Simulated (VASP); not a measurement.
Input:

```xyz
2
Lattice="3.3897 0.0000 0.0000 0.0000 3.3897 0.0000 0.0000 0.0000 3.3897" Properties=species:S:1:pos:R:3 pbc="T T T"
Pd     0.0000     0.0000     0.0000
Te     1.6948     1.6948     1.6948
```

These are PBEsol GGA, VASP's PBE PAW potentials (set 64) (plane waves; VASP) values and carry that method's errors. Numerical set-up: 400 eV cut-off, Gaussian smearing of 0.050 eV, potentials Pd Te.

Unless said otherwise, spin-orbit coupling is left out, though it shifts the bands of the heavy elements here.

Task: Predict the band gap (along the path) with the smallest direct gap where there is one.

Result: 
```json
{
  "band gap (along the path)": "none (metal, semimetal or under 0.01 eV)"
}
```

The structure was generated: PdTe was put into the CsCl type type (Pm-3m), which need not be its known phase. It was relaxed first, which changed the volume by -17 %.
